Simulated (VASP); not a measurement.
BiB, 2 atoms in the cell. The structure is orthorhombic, space group Immm (No. 71). The conventional cell has a = 3.656 Å, b = 3.805 Å, c = 5.276 Å, α = 90.00°, β = 90.00°, γ = 90.00°. Around B (site symmetry mmm) lie 6 Bi at 2.64 Å. Bi (site symmetry mmm) is surrounded by 6 B at 2.64 Å. The cell comes from a database or a generator and needn't be the stable form of this composition. The cell isn't the ideal one: xy shear strain of -4 %, PAW files.

- Program: VASP 6.6.1
- Task: electric field gradients
- Functional: PBE
- Potentials or basis: VASP PAW PBE potentials, release 64 (B, Bi_d)
- Cutoff: 520 eV
- k mesh: 12 × 12 × 12
- Occupations: fermi-dirac, width 0.05 eV
- Spin: no spin polarisation
- Dipole correction: no
- Further INCAR settings: ALGO = Fast; EDIFF = 1e-08; NBANDS = 16

Potentials or basis: VASP PAW PBE potentials, release 64 (B, Bi_d).

Command:

```sh
$ cat potpaw_PBE.64/B/POTCAR potpaw_PBE.64/Bi_d/POTCAR > POTCAR
$ mpirun -np 1 vasp_std > vasp.out
```

Hardware: 1 thread of Intel(R) Xeon(R) Platinum 8488C (Sapphire Rapids), with other jobs on the host.

How long does it take, and how much memory?

It took 2 min on 1 thread of Intel(R) Xeon(R) Platinum 8488C (Sapphire Rapids), on a shared host, peak memory 0.28 GiB. Counts: scf iterations 16, k points 280.
